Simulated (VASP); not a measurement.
A VASP calculation is set up with these files.

**POSCAR**
```
MoSe2
1
    3.2708138011    -0.0000000000     0.0000000000
   -1.6354069005     2.8326082570     0.0000000000
    0.0000000000    -0.0000000000    12.9470787304
Mo Se
2 4
Direct
  0.6666670000   0.3333330000   0.7500000000
  0.3333330000   0.6666670000   0.2500000000
  0.6666670000   0.3333330000   0.3788045628
  0.3333330000   0.6666670000   0.8788045628
  0.3333330000   0.6666670000   0.6211954372
  0.6666670000   0.3333330000   0.1211954372
```

File KPOINTS:
```
Automatic mesh
0
Gamma
7 7 2
0 0 0
```

INCAR:
```
SYSTEM = MoSe2
EDIFFG = -0.02
NSW = 60   # most ionic steps
LREAL = .FALSE.   # projection in real space or not
IBRION = 2
SIGMA = 0.05
PREC = Accurate
LASPH = .TRUE.
ISMEAR = 0
AGGAC = 0.0
ALGO = Normal   # blocked Davidson
LCHARG = .FALSE.
GGA = BO
PARAM1 = 0.1833333333
NELM = 100   # most electronic steps
EDIFF = 1E-6
PARAM2 = 0.22
ISIF = 3   # ions, shape and volume
LUSE_VDW = .TRUE.
ENCUT = 480   # plane-wave cut-off (eV)
LMAXMIX = 4   # l cut-off of mixed one-centre charges
LWAVE = .FALSE.
```

POTCAR, in this order: Mo_sv Se (PBE.64 set). Program: vasp_std.

Question: Translate this optB88-vdW calculation to Quantum ESPRESSO's pw.x.

Answer: One equivalent input (not run):
```
&CONTROL
  calculation = 'vc-relax'
  pseudo_dir = './pseudo'
  outdir = './out'
  tprnfor = .true.
  tstress = .true.
  nstep = 60
  forc_conv_thr = 0.00078
/
&SYSTEM
  ibrav = 0
  nat = 6
  ntyp = 2
  ecutwfc = 86
  occupations = 'smearing'
  smearing = 'gaussian'
  degauss = 0.003675
  input_dft = 'vdw-df-obk8'
/
&ELECTRONS
  conv_thr = 7.3e-08
  electron_maxstep = 100
/
&IONS
/
&CELL
/
ATOMIC_SPECIES
  Mo 95.950 Mo.upf
  Se 78.971 Se.upf
CELL_PARAMETERS angstrom
     3.2708138   -0.0000000    0.0000000
    -1.6354069    2.8326083    0.0000000
     0.0000000   -0.0000000   12.9470787
ATOMIC_POSITIONS crystal
  Mo   0.6666670  0.3333330  0.7500000
  Mo   0.3333330  0.6666670  0.2500000
  Se   0.6666670  0.3333330  0.3788046
  Se   0.3333330  0.6666670  0.8788046
  Se   0.3333330  0.6666670  0.6211954
  Se   0.6666670  0.3333330  0.1211954
K_POINTS automatic
  7 7 2 0 0 0
```
What does not carry over: the potentials are each code's own (VASP's PAW set, PseudoDojo norm-conserving files in pw.x), so ENCUT and ecutwfc are chosen apart and not converted; conv_thr bounds pw.x's estimated SCF error, while EDIFF bounds the energy change between steps; forc_conv_thr acts on force components and is met together with etot_conv_thr.

The compound is MoSe2 in the 2H layered structure. This run relaxes it. Symmetry was kept, so distortions that lower it aren't found. The start is the result of an earlier pass.
